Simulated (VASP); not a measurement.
Output of a VASP run:

### OUTCAR
```
 ion  position               nearest neighbor table
   1  0.333  0.667  0.250-   2 2.67   2 2.67   2 2.67   2 2.67   2 2.67   2 2.67
   2  0.667  0.333  0.750-   1 2.67   1 2.67   1 2.67   1 2.67   1 2.67   1 2.67
  LATTYP: Found a hexagonal cell.
 ALAT       =     2.7299996949
 C/A-ratio  =     1.5824177593
 Subroutine PRICEL returns:
 Original cell was already a primitive cell.
 Subroutine GETGRP returns: Found 24 space group operations
The static configuration has the point symmetry D_3d.
 The point group associated with its full space group is D_6h.
The dynamic configuration has the point symmetry D_3d.
 Subroutine INISYM returns: Found 24 space group operations
 Subroutine IBZKPT returns following result:
 Found    120 irreducible k-points:

 Following reciprocal coordinates:
            Coordinates               Weight
  0.000000  0.000000  0.000000      1.000000
  0.071429  0.000000  0.000000      6.000000
  0.142857 -0.000000  0.000000      6.000000
  0.214286  0.000000  0.000000      6.000000
  0.285714  0.000000  0.000000      6.000000
  0.357143  0.000000  0.000000      6.000000
  0.428571  0.000000  0.000000      6.000000
  0.500000 -0.000000  0.000000      3.000000
  0.071429  0.071429  0.000000      6.000000
  0.142857  0.071429  0.000000     12.000000
  0.214286  0.071429  0.000000     12.000000
  0.285714  0.071429  0.000000     12.000000
  0.357143  0.071429  0.000000     12.000000
  0.428571  0.071429  0.000000     12.000000
  0.142857  0.142857  0.000000      6.000000
  0.214286  0.142857  0.000000     12.000000
  0.285714  0.142857  0.000000     12.000000
  0.357143  0.142857  0.000000     12.000000
  0.428571  0.142857  0.000000      6.000000
  0.214286  0.214286  0.000000      6.000000
  0.285714  0.214286  0.000000     12.000000
  0.357143  0.214286  0.000000     12.000000
  0.285714  0.285714  0.000000      6.000000
  0.357143  0.285714  0.000000      6.000000
  0.000000  0.000000  0.125000      2.000000
  0.071429  0.000000  0.125000     12.000000
  0.142857 -0.000000  0.125000     12.000000
  0.214286  0.000000  0.125000     12.000000
  0.285714  0.000000  0.125000     12.000000
  0.357143  0.000000  0.125000     12.000000
  0.428571  0.000000  0.125000     12.000000
  0.500000 -0.000000  0.125000      6.000000
  0.071429  0.071429  0.125000     12.000000
  0.142857  0.071429  0.125000     24.000000
  0.214286  0.071429  0.125000     24.000000
  0.285714  0.071429  0.125000     24.000000
  0.357143  0.071429  0.125000     24.000000
  0.428571  0.071429  0.125000     24.000000
  0.142857  0.142857  0.125000     12.000000
  0.214286  0.142857  0.125000     24.000000
   k-points           NKPTS =    120   k-points in BZ     NKDIM =    120   number of bands    NBANDS=     12
   number of dos      NEDOS =    301   number of ions     NIONS =      2
   total plane-waves  NPLWV =   9072
   dimension x,y,z NGX =    18 NGY =   18 NGZ =   28
   dimension x,y,z NGXF=    36 NGYF=   36 NGZF=   56
   ions per type =               2
   PREC   = accura    normal or accurate (medium, high low for compatibility)
   ISTART =      0    job   : 0-new  1-cont  2-samecut
   ICHARG =      2    charge: 1-file 2-atom 10-const
   ISPIN  =      1    spin polarized calculation?
   LNONCOLLINEAR =      F non collinear calculations
   LSORBIT =      F    spin-orbit coupling
   INIWAV =      1    electr: 0-lowe 1-rand  2-diag
   ENCUT  =  400.0 eV  29.40 Ry    5.42 a.u.   4.45  4.45  7.04*2*pi/ulx,y,z
   NELM   =    100;   NELMIN=  2; NELMDL= -5     # of ELM steps
   EDIFF  = 0.1E-05   stopping-criterion for ELM
   LREAL  =      F    real-space projection
   NLSPLINE    = F    spline interpolate recip. space projectors
   LMAXMIX     =    6 max onsite mixed and CHGCAR
   VOSKOWN=      0    Vosko Wilk Nusair interpolation
   EDIFFG = -.1E-01   stopping-criterion for IOM
   NSW    =     60    number of steps for IOM
...
```

**OSZICAR**
```
...
DAV:   3    -0.259290895264E+02   -0.51466E+01   -0.48610E+01  3396   0.693E+01
DAV:   4    -0.260320651735E+02   -0.10298E+00   -0.10210E+00  3124   0.951E+00
DAV:   5    -0.260333499646E+02   -0.12848E-02   -0.12842E-02  3268   0.856E-01    0.245E+01
DAV:   6    -0.248340143723E+02    0.11993E+01   -0.13380E+00  3072   0.106E+01    0.111E+01
DAV:   7    -0.244871940637E+02    0.34682E+00   -0.89665E-01  3268   0.849E+00    0.511E-01
DAV:   8    -0.244801932087E+02    0.70009E-02   -0.80664E-03  2952   0.745E-01    0.282E-01
DAV:   9    -0.244779700069E+02    0.22232E-02   -0.14491E-03  3116   0.469E-01    0.611E-02
DAV:  10    -0.244780052371E+02   -0.35230E-04   -0.56278E-05  3176   0.755E-02    0.111E-02
DAV:  11    -0.244779746384E+02    0.30599E-04   -0.80666E-06  2992   0.341E-02    0.111E-03
DAV:  12    -0.244779742193E+02    0.41911E-06   -0.14309E-07  1540   0.403E-03
   1 F= -.24477974E+02 E0= -.24477554E+02  d E =-.244780E+02
       N       E                     dE             d eps       ncg     rms          rms(c)
DAV:   1    -0.244861562112E+02   -0.81816E-02   -0.62621E-01  2904   0.692E+00    0.153E+00
DAV:   2    -0.244739729437E+02    0.12183E-01   -0.11789E-02  3384   0.127E+00    0.694E-01
DAV:   3    -0.244712190767E+02    0.27539E-02   -0.94035E-03  3284   0.947E-01    0.113E-01
DAV:   4    -0.244712320541E+02   -0.12977E-04   -0.28452E-04  2940   0.168E-01    0.281E-02
DAV:   5    -0.244712578276E+02   -0.25774E-04   -0.48464E-05  3056   0.530E-02    0.953E-03
DAV:   6    -0.244712588216E+02   -0.99397E-06   -0.35382E-06  2916   0.210E-02
   2 F= -.24471259E+02 E0= -.24470805E+02  d E =0.671540E-02
       N       E                     dE             d eps       ncg     rms          rms(c)
DAV:   1    -0.244877302304E+02   -0.16472E-01   -0.37310E-01  2900   0.529E+00    0.117E+00
DAV:   2    -0.244802140188E+02    0.75162E-02   -0.71172E-03  3388   0.985E-01    0.539E-01
DAV:   3    -0.244785834168E+02    0.16306E-02   -0.57391E-03  3276   0.735E-01    0.818E-02
DAV:   4    -0.244785887854E+02   -0.53686E-05   -0.19896E-04  2944   0.138E-01    0.251E-02
DAV:   5    -0.244785997458E+02   -0.10960E-04   -0.29763E-05  3032   0.414E-02    0.396E-03
DAV:   6    -0.244786002839E+02   -0.53812E-06   -0.11667E-06  1836   0.142E-02
   3 F= -.24478600E+02 E0= -.24478182E+02  d E =-.626065E-03
       N       E                     dE             d eps       ncg     rms          rms(c)
DAV:   1    -0.244794117186E+02   -0.81197E-03   -0.61320E-02  2960   0.217E+00    0.264E-01
DAV:   2    -0.244786106424E+02    0.80108E-03   -0.85416E-04  3356   0.371E-01    0.122E-01
DAV:   3    -0.244783986460E+02    0.21200E-03   -0.59443E-04  3268   0.220E-01    0.272E-02
DAV:   4    -0.244783996788E+02   -0.10327E-05   -0.22857E-05  2972   0.539E-02    0.968E-03
DAV:   5    -0.244783990243E+02    0.65449E-06   -0.30561E-06  2740   0.138E-02
   4 F= -.24478399E+02 E0= -.24477964E+02  d E =0.201260E-03
       N       E                     dE             d eps       ncg     rms          rms(c)
DAV:   1    -0.244791013275E+02   -0.70165E-03   -0.24774E-02  2964   0.138E+00    0.168E-01
DAV:   2    -0.244787774790E+02    0.32385E-03   -0.34671E-04  3364   0.235E-01    0.770E-02
DAV:   3    -0.244786947974E+02    0.82682E-04   -0.23759E-04  3280   0.139E-01    0.169E-02
DAV:   4    -0.244786950991E+02   -0.30163E-06   -0.90809E-06  2960   0.340E-02
   5 F= -.24478695E+02 E0= -.24478273E+02  d E =-.948151E-04
```

OUTCAR:
```
------------------------ aborting loop because EDIFF is reached ----------------------------------------
  FORCE on cell =-STRESS in cart. coord.  units (eV):
  Direction    XX          YY          ZZ          XY          YZ          ZX
  --------------------------------------------------------------------------------------
  Total        0.0010700      0.0010700      0.0112215      0.0000000      0.0000000      0.0000000
  in kB        0.0616381      0.0616380      0.6463973      0.0000000      0.0000000      0.0000000
  external PRESSURE =       0.2565578 kB  Pullay stress =       0.0000000 kB
  volume of cell :       27.81
      direct lattice vectors                 reciprocal lattice vectors
     1.365488805 -2.365095634 -0.000000000     0.366169242 -0.211407942  0.000000000
     1.365488805  2.365095634 -0.000000000     0.366169242  0.211407942 -0.000000000
     0.000000000  0.000000000  4.306226947     0.000000000 -0.000000000  0.232221853
 POSITION                                       TOTAL-FORCE (eV/Angst)
 -----------------------------------------------------------------------------------
      1.36549      0.78837      1.07656         0.000000      0.000000      0.000000
      1.36549     -0.78837      3.22967         0.000000     -0.000000      0.000000
 -----------------------------------------------------------------------------------
    total drift:                                0.000000      0.000021     -0.000020
  FREE ENERGIE OF THE ION-ELECTRON SYSTEM (eV)
  ---------------------------------------------------
  free  energy   TOTEN  =       -24.4786950991 eV

  energy  without entropy=      -24.4774290599  energy(sigma->0) =      -24.47827309

 reached required accuracy - stopping structural energy minimisation
```
(Selected blocks of OUTCAR.)

File POSCAR:
```
Os
1
    1.3650000000    -2.3642490000     0.0000000000
    1.3650000000     2.3642490000     0.0000000000
    0.0000000000     0.0000000000     4.3200000000
Os
2
Direct
  0.3333330000   0.6666670000   0.2500000000
  0.6666670000   0.3333330000   0.7500000000
```

**Question.** Write an INCAR and KPOINTS that could have produced this output.

**Answer.** This is not unique; one that fits is the input of the run itself, PBEsol GGA, plane waves, VASP's PBE PAW potentials (set 64).

INCAR:
```
SYSTEM=Os
PREC=Accurate; ENCUT=400; LREAL=.FALSE.
LASPH=.TRUE.
EDIFF=1E-6; NELM=100; ALGO=Normal
LMAXMIX=6
ISMEAR=1; SIGMA=0.1
GGA=PS
IBRION=2; NSW=60; ISIF=3
EDIFFG=-0.01
LWAVE=.FALSE.; LCHARG=.FALSE.
```

File KPOINTS:
```
Automatic mesh
0
Gamma
14 14 8
0 0 0
```

POTCAR, in this order: Os (PBE.64 set). Program: vasp_std.

The compound is Os in the hcp structure. This run relaxes it. Symmetry was kept, so distortions that lower it aren't found.
